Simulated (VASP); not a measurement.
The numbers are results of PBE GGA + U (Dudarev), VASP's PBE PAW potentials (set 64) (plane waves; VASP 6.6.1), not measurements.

Input for VASP

**POSCAR**
```
TiCo
1
    3.0114220000     0.0000000000     0.0000000000
    0.0000000000     3.0177400000     0.0000000000
    0.0000000000     0.0000000000     3.0244450000
Ti Co
1 1
Direct
  0.0000000000   0.0000000000   0.0000000000
  0.5309000000   0.5000000000   0.5000000000
```

### KPOINTS
```
K-points
0
Gamma
 11 11 11
0 0 0
```

INCAR:
```
SYSTEM  =  TiCo
PREC  =  Accurate; ENCUT  =  400; LREAL  =  .False.
LASPH  =  .True.
EDIFF  =  1E-6; NELM  =  100; ALGO  =  Normal
LMAXMIX  =  4
ISMEAR  =  1; SIGMA  =  0.1
GGA  =  PE
LDAUL  =  2 2
LDAUU  =  4.0 4.0
LDAUJ  =  0 0
LDAU  =  .True.; LDAUTYPE  =  2; LDAUPRINT  =  1
ISIF  =  2
LWAVE  =  .False.; LCHARG  =  .False.; LORBIT  =  10
```

POTCAR, in this order: Ti_sv Co (PBE.64 set). Program: vasp_std.

What VASP printed:

File OSZICAR:
```
       N       E                     dE             d eps       ncg     rms          rms(c)
DAV:   1     0.139628797829E+03    0.13963E+03   -0.90074E+03  6048   0.157E+03
DAV:   2    -0.453371516781E+01   -0.14416E+03   -0.14161E+03  6192   0.374E+02
DAV:   3    -0.120400474089E+02   -0.75063E+01   -0.74677E+01  9288   0.102E+02
DAV:   4    -0.122328423918E+02   -0.19279E+00   -0.19264E+00  7398   0.132E+01
DAV:   5    -0.122393215955E+02   -0.64792E-02   -0.64791E-02  8968   0.218E+00    0.115E+01
DAV:   6    -0.129481148496E+02   -0.70879E+00   -0.40134E+01 10050   0.623E+01    0.266E+01
DAV:   7    -0.102895039161E+02    0.26586E+01   -0.61778E+01  9006   0.825E+01    0.984E+00
DAV:   8    -0.907306275664E+01    0.12164E+01   -0.47833E+00  8804   0.271E+01    0.260E+00
DAV:   9    -0.905146972045E+01    0.21593E-01   -0.20064E+00  8790   0.116E+01    0.324E+00
DAV:  10    -0.900853807597E+01    0.42932E-01   -0.97686E-01  9068   0.111E+01    0.144E+00
DAV:  11    -0.899414521682E+01    0.14393E-01   -0.18963E-01  9564   0.451E+00    0.560E-01
DAV:  12    -0.899201538667E+01    0.21298E-02   -0.54878E-03  8868   0.763E-01    0.313E-01
DAV:  13    -0.899137773762E+01    0.63765E-03   -0.37531E-03  9382   0.561E-01    0.596E-02
DAV:  14    -0.899137380346E+01    0.39342E-05   -0.85080E-05  6346   0.990E-02    0.463E-02
DAV:  15    -0.899136768489E+01    0.61186E-05   -0.11375E-04  9644   0.969E-02    0.126E-02
DAV:  16    -0.899136868308E+01   -0.99818E-06   -0.13900E-05  8914   0.335E-02    0.735E-03
DAV:  17    -0.899136907213E+01   -0.38906E-06   -0.38379E-06  5666   0.232E-02
   1 F= -.89913691E+01 E0= -.89914633E+01  d E =0.282572E-03
```

**OUTCAR**
```
------------------------ aborting loop because EDIFF is reached ----------------------------------------
  FORCE on cell =-STRESS in cart. coord.  units (eV):
  Direction    XX          YY          ZZ          XY          YZ          ZX
  --------------------------------------------------------------------------------------
  Total       -1.0018494     -0.8959100     -0.8894462      0.0000000      0.0000000      0.0000000
  in kB      -58.4001437    -52.2246840    -51.8478945      0.0000000      0.0000000      0.0000000
  external PRESSURE =     -54.1575740 kB  Pullay stress =       0.0000000 kB
  volume of cell :       27.49
      direct lattice vectors                 reciprocal lattice vectors
     3.011422000  0.000000000  0.000000000     0.332069036  0.000000000  0.000000000
     0.000000000  3.017740000  0.000000000     0.000000000  0.331373810  0.000000000
     0.000000000  0.000000000  3.024445000     0.000000000  0.000000000  0.330639175
 POSITION                                       TOTAL-FORCE (eV/Angst)
 -----------------------------------------------------------------------------------
      0.00000      0.00000      0.00000         0.388101      0.000000      0.000000
      1.59876      1.50887      1.51222        -0.388101      0.000000      0.000000
 -----------------------------------------------------------------------------------
    total drift:                                0.000229      0.000000      0.000008
  FREE ENERGIE OF THE ION-ELECTRON SYSTEM (eV)
  ---------------------------------------------------
  free  energy   TOTEN  =        -8.9913690721 eV

  energy  without entropy=       -8.9916516438  energy(sigma->0) =       -8.99146326

 total charge

# of ion       s       p       d       tot
------------------------------------------
    1        2.255   6.191   1.635  10.081
    2        0.497   0.433   7.501   8.430
--------------------------------------------------
tot          2.751   6.624   9.136  18.511
```
(Selected blocks of OUTCAR.)

The compound is TiCo in the CsCl type structure. The cell was not relaxed at this level, atoms are displaced from their ideal sites. The run is one of a series of settings (LDAU = .TRUE., LDAUJ = 0 0, LDAUL = 2 2, LDAUTYPE = 2, LDAUU = 4.0 4.0 against the base run), some of them coarse on purpose. The run is not spin-polarised, so no magnetic state was tried. The electron count is odd and the run is not spin-polarised, which forces a metal.
